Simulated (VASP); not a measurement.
Calculation: r2SCAN meta-GGA, VASP's PBE PAW potentials (set 64) (plane waves; VASP).

A VASP calculation is set up with these files.

File KPOINTS:
```
kpoints
0
G
15 15 8
0 0 0
```

POSCAR:
```
Mn
1
    2.4494548320    -0.0000000000     0.0000000000
   -1.2247274160     2.1212901156     0.0000000000
   -0.0000000000     0.0000000000     3.9916045814
Mn
2
Direct
  0.6666670000   0.3333330000   0.7500000000
  0.3333330000   0.6666670000   0.2500000000
```

**INCAR**
```
# general
SYSTEM   =  Mn
PREC     =  Accurate
ENCUT    =  400
LREAL    =  .FALSE.   # projection in real space or not
LASPH    =  .TRUE.   # aspherical one-centre terms

# electronic loop
EDIFF    =  1E-6   # SCF stop (eV)
NELM     =  100   # most electronic steps
ALGO     =  Normal
LMAXMIX  =  4
LMIXTAU  =  .TRUE.

# smearing
ISMEAR   =  1   # Methfessel-Paxton
SIGMA    =  0.1   # width (eV)

# functional
METAGGA  =  R2SCAN

# ions
IBRION   =  2   # conjugate gradients
NSW      =  60
ISIF     =  3   # ions, shape and volume
EDIFFG   =  -0.01

# output
LWAVE    =  .FALSE.
LCHARG   =  .FALSE.
```

POTCAR, in this order: Mn_pv (PBE.64 set). Program: vasp_std.

Output

File OSZICAR:
```
       N       E                     dE             d eps       ncg     rms          rms(c)
DAV:   1     0.197996180370E+03    0.19800E+03   -0.14713E+04  4719   0.190E+03
DAV:   2    -0.281845865731E+02   -0.22618E+03   -0.22323E+03  4654   0.483E+02
DAV:   3    -0.368539591933E+02   -0.86694E+01   -0.84358E+01  5384   0.110E+02
DAV:   4    -0.369937194118E+02   -0.13976E+00   -0.13930E+00  5059   0.136E+01
DAV:   5    -0.369963582347E+02   -0.26388E-02   -0.26387E-02  4999   0.195E+00    0.224E+01
DAV:   6    -0.289146095985E+02    0.80817E+01   -0.40151E+01  4727   0.829E+01    0.439E+00
DAV:   7    -0.284035362721E+02    0.51107E+00   -0.18033E+00  4729   0.188E+01    0.141E+00
DAV:   8    -0.285343330770E+02   -0.13080E+00   -0.11304E-01  4938   0.261E+00    0.965E-01
DAV:   9    -0.281917854394E+02    0.34255E+00   -0.58736E-01  4814   0.585E+00    0.156E+00
DAV:  10    -0.285336521119E+02   -0.34187E+00   -0.44065E-01  4757   0.523E+00    0.134E-01
DAV:  11    -0.285349520234E+02   -0.12999E-02   -0.48404E-03  4708   0.819E-01    0.729E-02
DAV:  12    -0.285351477477E+02   -0.19572E-03   -0.15062E-04  4948   0.163E-01    0.364E-02
DAV:  13    -0.285354568350E+02   -0.30909E-03   -0.15386E-04  4686   0.125E-01    0.157E-02
DAV:  14    -0.285355221128E+02   -0.65278E-04   -0.52175E-06  4775   0.272E-02    0.143E-02
DAV:  15    -0.285355811568E+02   -0.59044E-04   -0.18272E-05  4771   0.517E-02    0.126E-03
DAV:  16    -0.285355869456E+02   -0.57888E-05   -0.31569E-07  2295   0.762E-03    0.106E-03
DAV:  17    -0.285355936054E+02   -0.66598E-05   -0.96709E-08  2295   0.425E-03    0.207E-04
DAV:  18    -0.285355913041E+02    0.23014E-05   -0.27806E-08  2295   0.230E-03    0.212E-04
DAV:  19    -0.285355923847E+02   -0.10806E-05   -0.54484E-09  2295   0.108E-03    0.790E-05
DAV:  20    -0.285355916618E+02    0.72282E-06   -0.13026E-09  2295   0.433E-04
   1 F= -.28535592E+02 E0= -.28535556E+02  d E =-.285356E+02
```

**OUTCAR**
```
------------------------ aborting loop because EDIFF is reached ----------------------------------------
  FORCE on cell =-STRESS in cart. coord.  units (eV):
  Direction    XX          YY          ZZ          XY          YZ          ZX
  --------------------------------------------------------------------------------------
  Total       -0.0124739     -0.0124739     -0.0086464     -0.0000000      0.0000000      0.0000000
  in kB       -0.9635970     -0.9635970     -0.6679245     -0.0000000      0.0000000      0.0000000
  external PRESSURE =      -0.8650395 kB  Pullay stress =       0.0000000 kB
  volume of cell :       20.74
      direct lattice vectors                 reciprocal lattice vectors
     2.449454832  0.000000000  0.000000000     0.408254109  0.235705619  0.000000000
    -1.224727416  2.121290116  0.000000000     0.000000000  0.471411238  0.000000000
     0.000000000  0.000000000  3.991604581     0.000000000  0.000000000  0.250525817
 POSITION                                       TOTAL-FORCE (eV/Angst)
 -----------------------------------------------------------------------------------
      1.22473      0.70710      2.99370         0.000000     -0.000000      0.000000
     -0.00000      1.41419      0.99790        -0.000000      0.000000      0.000000
 -----------------------------------------------------------------------------------
    total drift:                                0.000078     -0.000045      0.000103
  FREE ENERGIE OF THE ION-ELECTRON SYSTEM (eV)
  ---------------------------------------------------
  free  energy   TOTEN  =       -28.5355916618 eV

  energy  without entropy=      -28.5354834402  energy(sigma->0) =      -28.53555559

 reached required accuracy - stopping structural energy minimisation
```
(Selected blocks of OUTCAR.)

The structure comes from a computed database's Mn entry (P6_3/mmc); how it stands against other phases isn't given here. It was relaxed first. The start is the result of an earlier pass. The run is not spin-polarised, so no magnetic state was tried.
